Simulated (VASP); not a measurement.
All values below come from PBE GGA with spin-orbit coupling, VASP's PBE PAW potentials (set 64) (plane waves; VASP).

VASP input:

**INCAR**
```
ALGO = Normal
EDIFF = 1E-6
ENCUT = 300
GGA = PE
GGA_COMPAT = .FALSE.
ISIF = 2
ISMEAR = 0
LASPH = .TRUE.
LCHARG = .FALSE.
LMAXMIX = 6
LNONCOLLINEAR = .TRUE.
LORBIT = 11
LREAL = .FALSE.
LSORBIT = .TRUE.
LWAVE = .FALSE.
MAGMOM = 9*0.0
NELM = 100
PREC = Accurate
SIGMA = 0.1
SYSTEM = TcOs2
```

### POSCAR
```
TcOs2
1
   -1.6475340000     1.6475340000     4.0324100000
    1.6475340000    -1.6475340000     4.0324100000
    1.6475340000     1.6475340000    -4.0324100000
Tc Os
1 2
Direct
  0.0000000000   0.0000000000   0.0000000000
  0.3353000000   0.3353000000   0.0000000000
  0.6647000000   0.6647000000   0.0000000000
```

KPOINTS:
```
Regular mesh
0
Gamma
7 7 7
0 0 0
```

POTCAR, in this order: Tc_pv Os (PBE.64 set). Program: vasp_ncl.

What VASP printed:

OSZICAR:
```
       N       E                     dE             d eps       ncg     rms          rms(c)
DAV:   1     0.178653993259E+03    0.17865E+03   -0.11702E+04  3480   0.101E+03
DAV:   2    -0.205722682830E+02   -0.19923E+03   -0.19205E+03  3076   0.392E+02
DAV:   3    -0.334082658414E+02   -0.12836E+02   -0.12083E+02  4008   0.848E+01
DAV:   4    -0.338818757278E+02   -0.47361E+00   -0.45645E+00  3676   0.149E+01
DAV:   5    -0.338949677456E+02   -0.13092E-01   -0.12977E-01  3784   0.217E+00    0.298E+01
DAV:   6    -0.322447732547E+02    0.16502E+01   -0.26672E+00  3228   0.137E+01    0.135E+01
DAV:   7    -0.318845416442E+02    0.36023E+00   -0.13050E+00  3452   0.873E+00    0.400E+00
DAV:   8    -0.318784754517E+02    0.60662E-02   -0.42629E-02  4032   0.170E+00    0.113E+00
DAV:   9    -0.318791390404E+02   -0.66359E-03   -0.67932E-02  4280   0.160E+00    0.980E-01
DAV:  10    -0.318709506999E+02    0.81883E-02   -0.37453E-02  4160   0.140E+00    0.233E-01
DAV:  11    -0.318709812114E+02   -0.30512E-04   -0.12156E-03  3200   0.332E-01    0.786E-02
DAV:  12    -0.318709871707E+02   -0.59592E-05   -0.38224E-05  4156   0.518E-02    0.371E-02
DAV:  13    -0.318709828368E+02    0.43339E-05   -0.28101E-05  3944   0.379E-02    0.221E-02
DAV:  14    -0.318709761348E+02    0.67019E-05   -0.34464E-06  3116   0.143E-02    0.357E-03
DAV:  15    -0.318709760085E+02    0.12634E-06   -0.17446E-07  1700   0.379E-03
   1 F= -.31870976E+02 E0= -.31857039E+02  d E =-.278739E-01  mag=    -0.0000    -0.0000    -0.0000
```

### OUTCAR
```
------------------------ aborting loop because EDIFF is reached ----------------------------------------
  FORCE on cell =-STRESS in cart. coord.  units (eV):
  Direction    XX          YY          ZZ          XY          YZ          ZX
  --------------------------------------------------------------------------------------
  Total       -0.2533352     -0.2533352      4.2283642      0.0000000     -0.0000000      0.0000000
  in kB       -9.2707043     -9.2707043    154.7353453      0.0000000     -0.0000000      0.0000000
  external PRESSURE =      45.3979789 kB  Pullay stress =       0.0000000 kB
  volume of cell :       43.78
      direct lattice vectors                 reciprocal lattice vectors
    -1.647534000  1.647534000  4.032410000     0.000000000  0.303483873  0.123995328
     1.647534000 -1.647534000  4.032410000     0.303483873  0.000000000  0.123995328
     1.647534000  1.647534000 -4.032410000     0.303483873  0.303483873  0.000000000
 POSITION                                       TOTAL-FORCE (eV/Angst)
 -----------------------------------------------------------------------------------
      0.00000      0.00000      0.00000         0.000000      0.000000      0.000000
      0.00000      0.00000      2.70413        -0.000000     -0.000000     -0.317318
      0.00000      0.00000      5.36069         0.000000      0.000000      0.317318
 -----------------------------------------------------------------------------------
    total drift:                               -0.000000      0.000000      0.000000
  FREE ENERGIE OF THE ION-ELECTRON SYSTEM (eV)
  ---------------------------------------------------
  free  energy   TOTEN  =       -31.8709760085 eV

  energy  without entropy=      -31.8431020654  energy(sigma->0) =      -31.85703904

 total charge

# of ion       s       p       d       tot
------------------------------------------
    1        0.448   6.530   5.094  12.071
    2        0.674   0.698   6.028   7.399
    3        0.674   0.698   6.028   7.399
--------------------------------------------------
tot          1.795   7.925  17.149  26.869

 magnetization (x)

# of ion       s       p       d       tot
------------------------------------------
    1       -0.000   0.000   0.000  -0.000
    2        0.000   0.000  -0.000  -0.000
    3        0.000   0.000  -0.000  -0.000
--------------------------------------------------
tot          0.000   0.000  -0.000  -0.000

 magnetization (y)

# of ion       s       p       d       tot
------------------------------------------
    1        0.000   0.000   0.000   0.000
    2       -0.000  -0.000   0.000   0.000
    3       -0.000  -0.000   0.000   0.000
--------------------------------------------------
tot         -0.000  -0.000   0.000   0.000

 magnetization (z)

# of ion       s       p       d       tot
------------------------------------------
    1        0.000   0.000   0.000   0.000
    2        0.000   0.000   0.000   0.000
    3        0.000   0.000   0.000   0.000
--------------------------------------------------
tot          0.000   0.000   0.000   0.000

 Ion:    1  E_soc:     -0.1920023

 Ion:    2  E_soc:     -0.7150586

 Ion:    3  E_soc:     -0.7150586
```
(Selected blocks of OUTCAR.)

File OUTCAR:
```
 val. band max:       10.2284227071   @ k =   0.1429   0.1429   0.1429

 cond. band min:      10.2328660851   @ k =   0.4286   0.2857   0.1429


 Fermi energy:        10.2290179722

 k-point     1 :       0.0000    0.0000    0.0000
  band No.  band energies     occupation
      1     -30.9654      1.00000
      2     -30.9654      1.00000
      3     -28.1934      1.00000
      4     -28.1934      1.00000
      5     -28.0747      1.00000
      6     -28.0747      1.00000
      7       0.4753      1.00000
      8       0.4753      1.00000
      9       4.8781      1.00000
     10       4.8781      1.00000
     11       5.1411      1.00000
     12       5.1411      1.00000
     13       5.9598      1.00000
     14       5.9598      1.00000
     15       5.9789      1.00000
     16       5.9789      1.00000
     17       6.1249      1.00000
     18       6.1249      1.00000
     19       7.8180      1.00000
     20       7.8180      1.00000
     21       7.9542      1.00000
     22       7.9542      1.00000
     23       8.4391      1.00000
     24       8.4391      1.00000
     25       8.5332      1.00000
     26       8.5332      1.00000
     27       8.5751      1.00000
     28       8.5751      1.00000
     29       8.9462      1.00000
     30       8.9462      1.00000
     31       8.9949      1.00000
     32       8.9949      1.00000
     33      10.9766      0.00000
     34      10.9766      0.00000
     35      11.2518      0.00000
     36      11.2518      0.00000

 k-point     2 :       0.1429    0.0000   -0.0000
  band No.  band energies     occupation
      1     -30.9699      1.00000
      2     -30.9699      1.00000
      3     -28.2043      1.00000
      4     -28.2043      1.00000
      5     -28.0762      1.00000
      6     -28.0762      1.00000
      7       0.9449      1.00000
      8       0.9449      1.00000
      9       4.6589      1.00000
     10       4.6589      1.00000
     11       5.1891      1.00000
     12       5.1891      1.00000
...
```

At this cut-off the stress carries a Pulay error, which pulls relaxed volumes low.

The structure was generated: TcOs2 was put into an ordered model structure, which need not be its known phase. The cell was not relaxed at this level. The k-mesh is coarse (spacing up to 0.39 per Å, 2π included), so the numbers may not be converged in it. The run is one of a series of settings (GGA_COMPAT = .FALSE., LNONCOLLINEAR = .TRUE., LSORBIT = .TRUE., MAGMOM = 0.0 0.0 0.0 0.0 0.0 0.0 0.0 0.0 0.0, program vasp_ncl against the base run), some of them coarse on purpose.
